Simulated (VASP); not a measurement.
Consider the following.

```yaml
crystal:
  lattice:
    - [0.00000, 2.10500, 2.10500]
    - [2.10500, 0.00000, 2.10500]
    - [2.10500, 2.10500, 0.00000]
  atoms:
    - { symbol: Mg, position: [0.00000, 0.00000, 0.00000] }
    - { symbol: O, position: [0.50000, 0.50000, 0.50000] }
```

These are G0W0 on PBE orbitals, VASP's PBE PAW potentials (set 64) (plane waves; VASP) values and carry that method's errors. Numerical set-up: PREC = Normal, 500 eV cut-off, 6×6×6 Γ-centred mesh, Gaussian smearing of 0.010 eV, potentials Mg_sv_GW O_GW_new.

The mesh is coarse and the basis finite, so the quasiparticle values are not converged.

NBANDS = 120, ENCUTGW = 180 eV, NOMEGA = 64. The PBE levels (eV) that the step starts from are:

```
state                           KS energy  filling
------------------------------  ---------  -------
k1 (0.00, 0.00, 0.00), band 5      -12.85        2
k1 (0.00, 0.00, 0.00), band 6        4.40        2
k1 (0.00, 0.00, 0.00), band 7        4.40        2
k1 (0.00, 0.00, 0.00), band 8        4.40        2
k1 (0.00, 0.00, 0.00), band 9        9.15        0
k1 (0.00, 0.00, 0.00), band 10      20.22        0
k1 (0.00, 0.00, 0.00), band 11      20.22        0
k1 (0.00, 0.00, 0.00), band 12      20.22        0
k5 (0.17, 0.17, 0.00), band 5      -12.48        2
k5 (0.17, 0.17, 0.00), band 6        2.82        2
k5 (0.17, 0.17, 0.00), band 7        4.02        2
k5 (0.17, 0.17, 0.00), band 8        4.02        2
k5 (0.17, 0.17, 0.00), band 9       11.06        0
k5 (0.17, 0.17, 0.00), band 10      17.12        0
k5 (0.17, 0.17, 0.00), band 11      21.09        0
k5 (0.17, 0.17, 0.00), band 12      21.09        0
k7 (0.50, 0.17, 0.00), band 5      -11.49        2
k7 (0.50, 0.17, 0.00), band 6        0.24        2
k7 (0.50, 0.17, 0.00), band 7        2.97        2
k7 (0.50, 0.17, 0.00), band 8        3.56        2
k7 (0.50, 0.17, 0.00), band 9       13.41        0
k7 (0.50, 0.17, 0.00), band 10      16.62        0
k7 (0.50, 0.17, 0.00), band 11      18.69        0
k7 (0.50, 0.17, 0.00), band 12      21.44        0
```

**Question.** Give the quasiparticle energies and renormalisation factors Z.

**Answer.** 
```
state                           QP energy (eV)     Z
------------------------------  --------------  ----
k1 (0.00, 0.00, 0.00), band 5           -15.33  0.74
k1 (0.00, 0.00, 0.00), band 6             2.91  0.78
k1 (0.00, 0.00, 0.00), band 7             2.91  0.78
k1 (0.00, 0.00, 0.00), band 8             2.91  0.78
k1 (0.00, 0.00, 0.00), band 9            10.19  0.84
k1 (0.00, 0.00, 0.00), band 10           21.28  0.84
k1 (0.00, 0.00, 0.00), band 11           21.28  0.84
k1 (0.00, 0.00, 0.00), band 12           21.28  0.84
k5 (0.17, 0.17, 0.00), band 5           -14.94  0.74
k5 (0.17, 0.17, 0.00), band 6             1.16  0.78
k5 (0.17, 0.17, 0.00), band 7             2.45  0.78
k5 (0.17, 0.17, 0.00), band 8             2.45  0.78
k5 (0.17, 0.17, 0.00), band 9            12.27  0.83
k5 (0.17, 0.17, 0.00), band 10           18.02  0.84
k5 (0.17, 0.17, 0.00), band 11           22.32  0.83
k5 (0.17, 0.17, 0.00), band 12           22.32  0.83
k7 (0.50, 0.17, 0.00), band 5           -13.91  0.74
k7 (0.50, 0.17, 0.00), band 6            -1.76  0.77
k7 (0.50, 0.17, 0.00), band 7             1.26  0.78
k7 (0.50, 0.17, 0.00), band 8             1.93  0.78
k7 (0.50, 0.17, 0.00), band 9            14.56  0.83
k7 (0.50, 0.17, 0.00), band 10           18.21  0.80
k7 (0.50, 0.17, 0.00), band 11           19.99  0.84
k7 (0.50, 0.17, 0.00), band 12           22.86  0.83
```
On the mesh the gap opens from 4.75 to 7.29 eV.

The compound is MgO in the rock salt structure. The cell was not relaxed at this level. The k-mesh is coarse (spacing up to 0.43 per Å, 2π included), so the numbers may not be converged in it.
